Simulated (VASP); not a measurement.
VASP input:

INCAR:
```
# general
SYSTEM  = Te
PREC    = Accurate
ENCUT   = 500
LREAL   = F
LASPH   = T

# electronic loop
EDIFF   = 1E-6
NELM    = 100
ALGO    = Normal
LMAXMIX = 4

# smearing
ISMEAR  = 1
SIGMA   = 0.1

# functional
GGA     = PS

# ions
IBRION  = 2
NSW     = 40
ISIF    = 3
EDIFFG  = -0.02

# output
LWAVE   = F
LCHARG  = F
```

**KPOINTS**
```
Automatic mesh
0
Gamma
8 8 5
0 0 0
```

**POSCAR**
```
Te
1
    2.1636323075    -3.7475208109    -0.0000000000
    2.1636323075     3.7475208109     0.0000000000
    0.0000000000     0.0000000000     5.9689039175
Te
3
Direct
  0.0000000000   0.2811828388   0.6666670000
  0.7188171612   0.7188171612   1.0000000000
  0.2811828388   1.0000000000   0.3333330000
```

POTCAR, in this order: Te (PBE.64 set). Program: vasp_std.

### Question
Translate this PBEsol calculation to Ansatz.

### Answer
One equivalent input (not run):
Ansatz 0.2 input:
```yaml
crystal:
  lattice:
    - [2.1636323, -3.7475208, 0.0000000]
    - [2.1636323, 3.7475208, 0.0000000]
    - [0.0000000, 0.0000000, 5.9689039]
  atoms:
    - { symbol: Te, position: [0.0000000, 0.2811828, 0.6666670] }
    - { symbol: Te, position: [0.7188172, 0.7188172, 1.0000000] }
    - { symbol: Te, position: [0.2811828, 1.0000000, 0.3333330] }
kpoints:
  mp_grid: { grid: [8, 8, 5] }
hamiltonian:
  xc: pbesol
  pseudopotentials: { kind: paw }
scf:
  occupations: { method: methfessel_paxton, width: 0.1 }
  max_iter: 100
relax:
  max_steps: 40
  f_tol: 0.02
  cell: {}
output: { forces: true, stress: true, eigenvalues: true }
```
What does not carry over: each code has its own PAW files, so the cut-off isn't converted (ENCUT is set for VASP's; basis.ecutwfc is left out, and Ansatz then takes the one that its files recommend); Ansatz stops its SCF on the density residual and VASP on the energy change (EDIFF).

The compound is Te in the trig structure. This run relaxes it. Symmetry was kept, so distortions that lower it aren't found.
